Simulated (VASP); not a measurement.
Level of theory: revTPSS meta-GGA, VASP's PBE PAW potentials (set 64) (plane waves; VASP).

A VASP calculation is set up with these files.

POSCAR:
```
CeO2
1
    0.0000000000     2.6909191966     2.6909191966
    2.6909191966     0.0000000000     2.6909191966
    2.6909191966     2.6909191966     0.0000000000
Ce O
1 2
Direct
  0.0000000000   0.0000000000   0.0000000000
  0.2500000000   0.2500000000   0.2500000000
  0.7500000000   0.7500000000   0.7500000000
```

### INCAR
```
LREAL = .False.   # projection in real space or not
LASPH = .True.   # aspherical one-centre terms
EDIFF = 1E-7
LWAVE = .False.
SIGMA = 0.05   # width (eV)
ALGO = Normal   # blocked Davidson
SYSTEM = CeO2
LMIXTAU = .True.
ISMEAR = 0   # Gaussian
ENCUT = 520
PREC = Accurate
LMAXMIX = 6
NELM = 100   # most electronic steps
ISIF = 2   # forces and stress, cell fixed
METAGGA = RTPSS
LCHARG = .False.
```

File KPOINTS:
```
Automatic mesh
0
Gamma
7 7 7
0 0 0
```

POTCAR, in this order: Ce O (PBE.64 set). Program: vasp_std.

Output of the run:

### OUTCAR
```
 ion  position               nearest neighbor table
   1  0.000  0.000  0.000-   3 2.33   3 2.33   3 2.33   2 2.33   3 2.33   2 2.33   2 2.33   2 2.33
  LATTYP: Found a face centered cubic cell.
 ALAT       =     5.3818383932
 Subroutine PRICEL returns:
 Original cell was already a primitive cell.
 Subroutine GETGRP returns: Found 48 space group operations
The static configuration has the point symmetry O_h .
The dynamic configuration has the point symmetry O_h .
 Subroutine INISYM returns: Found 48 space group operations
 Subroutine IBZKPT returns following result:
 Found     20 irreducible k-points:

 Following reciprocal coordinates:
            Coordinates               Weight
  0.000000  0.000000  0.000000      1.000000
  0.142857  0.000000  0.000000      8.000000
  0.285714  0.000000  0.000000      8.000000
  0.428571  0.000000  0.000000      8.000000
  0.142857  0.142857  0.000000      6.000000
  0.285714  0.142857  0.000000     24.000000
  0.428571  0.142857  0.000000     24.000000
 -0.428571  0.142857  0.000000     24.000000
 -0.285714  0.142857  0.000000     24.000000
 -0.142857  0.142857  0.000000     12.000000
  0.285714  0.285714  0.000000      6.000000
  0.428571  0.285714  0.000000     24.000000
 -0.428571  0.285714  0.000000     24.000000
 -0.285714  0.285714  0.000000     12.000000
  0.428571  0.428571  0.000000      6.000000
 -0.428571  0.428571  0.000000     12.000000
  0.428571  0.285714  0.142857     24.000000
 -0.428571  0.285714  0.142857     48.000000
 -0.428571  0.428571  0.142857     24.000000
 -0.285714  0.428571  0.142857     24.000000
   k-points           NKPTS =     20   k-points in BZ     NKDIM =     20   number of bands    NBANDS=     16
   number of dos      NEDOS =    301   number of ions     NIONS =      3
   total plane-waves  NPLWV =  21952
   dimension x,y,z NGX =    28 NGY =   28 NGZ =   28
   dimension x,y,z NGXF=    56 NGYF=   56 NGZF=   56
...
```

### OSZICAR
```
       N       E                     dE             d eps       ncg     rms          rms(c)
DAV:   1     0.259830972754E+03    0.25983E+03   -0.11423E+04   648   0.198E+03
DAV:   2     0.531268664851E+02   -0.20670E+03   -0.20174E+03   896   0.343E+02
DAV:   3     0.127633585004E+02   -0.40364E+02   -0.37915E+02   912   0.164E+02
DAV:   4     0.113479475057E+02   -0.14154E+01   -0.14151E+01   912   0.370E+01
DAV:   5     0.112473278533E+02   -0.10062E+00   -0.10060E+00  1136   0.770E+00    0.464E+01
DAV:   6    -0.699787250850E+01   -0.18245E+02   -0.17488E+02   680   0.154E+02    0.207E+01
DAV:   7    -0.543682431021E+01    0.15610E+01   -0.15583E+01   984   0.420E+01    0.606E+00
DAV:   8    -0.580857674461E+01   -0.37175E+00   -0.96896E+00  1008   0.345E+01    0.922E+00
DAV:   9    -0.526517190848E+01    0.54340E+00   -0.60963E+00   896   0.183E+01    0.400E+00
DAV:  10    -0.544631867212E+01   -0.18115E+00   -0.76977E-01   936   0.680E+00    0.385E+00
DAV:  11    -0.527937809350E+01    0.16694E+00   -0.17573E+00   936   0.110E+01    0.131E+00
DAV:  12    -0.530392240072E+01   -0.24544E-01   -0.15816E-01   728   0.410E+00    0.722E-01
DAV:  13    -0.533011458650E+01   -0.26192E-01   -0.21213E-02   768   0.174E+00    0.874E-01
DAV:  14    -0.532581216280E+01    0.43024E-02   -0.71180E-03  1152   0.776E-01    0.513E-01
DAV:  15    -0.532353124265E+01    0.22809E-02   -0.55064E-03   976   0.612E-01    0.328E-01
DAV:  16    -0.532436677848E+01   -0.83554E-03   -0.10685E-02   944   0.881E-01    0.766E-02
DAV:  17    -0.532447207099E+01   -0.10529E-03   -0.50157E-04   752   0.214E-01    0.835E-02
DAV:  18    -0.532456128239E+01   -0.89211E-04   -0.11841E-04  1000   0.122E-01    0.489E-02
DAV:  19    -0.532459057219E+01   -0.29290E-04   -0.11733E-04   952   0.840E-02    0.151E-02
DAV:  20    -0.532458874599E+01    0.18262E-05   -0.10914E-05   864   0.361E-02    0.481E-03
DAV:  21    -0.532460363671E+01   -0.14891E-04   -0.15186E-06   800   0.163E-02    0.417E-03
DAV:  22    -0.532460243846E+01    0.11983E-05   -0.22201E-07   568   0.585E-03    0.348E-03
DAV:  23    -0.532460535103E+01   -0.29126E-05   -0.37303E-07   672   0.759E-03    0.202E-03
DAV:  24    -0.532460492034E+01    0.43069E-06   -0.43066E-08   400   0.291E-03    0.143E-03
DAV:  25    -0.532460502365E+01   -0.10331E-06   -0.68071E-08   408   0.252E-03    0.139E-03
DAV:  26    -0.532460506615E+01   -0.42494E-07   -0.23377E-08   400   0.243E-03
   1 F= -.53246051E+01 E0= -.53246051E+01  d E =-.272541E-16
```

OUTCAR:
```
------------------------ aborting loop because EDIFF is reached ----------------------------------------
  FORCE on cell =-STRESS in cart. coord.  units (eV):
  Direction    XX          YY          ZZ          XY          YZ          ZX
  --------------------------------------------------------------------------------------
  Total        1.4869654      1.4869654      1.4869654      0.0000000      0.0000000     -0.0000000
  in kB       61.1335317     61.1335317     61.1335317      0.0000000      0.0000000     -0.0000000
  external PRESSURE =      61.1335317 kB  Pullay stress =       0.0000000 kB
  volume of cell :       38.97
      direct lattice vectors                 reciprocal lattice vectors
     0.000000000  2.690919197  2.690919197    -0.185810113  0.185810113  0.185810113
     2.690919197  0.000000000  2.690919197     0.185810113 -0.185810113  0.185810113
     2.690919197  2.690919197  0.000000000     0.185810113  0.185810113 -0.185810113
 POSITION                                       TOTAL-FORCE (eV/Angst)
 -----------------------------------------------------------------------------------
      0.00000      0.00000      0.00000         0.000000      0.000000     -0.000000
      1.34546      1.34546      1.34546        -0.000000     -0.000000     -0.000000
      4.03638      4.03638      4.03638         0.000000      0.000000      0.000000
 -----------------------------------------------------------------------------------
    total drift:                                0.000000      0.000000      0.000000
  FREE ENERGIE OF THE ION-ELECTRON SYSTEM (eV)
  ---------------------------------------------------
  free  energy   TOTEN  =        -5.3246050661 eV

  energy  without entropy=       -5.3246050661  energy(sigma->0) =       -5.32460507
```
(Selected blocks of OUTCAR.)

The compound is CeO2 in the fluorite structure. This cell is one point of a volume scan, at 0.97 of the reference volume. The run is not spin-polarised, so no magnetic state was tried.
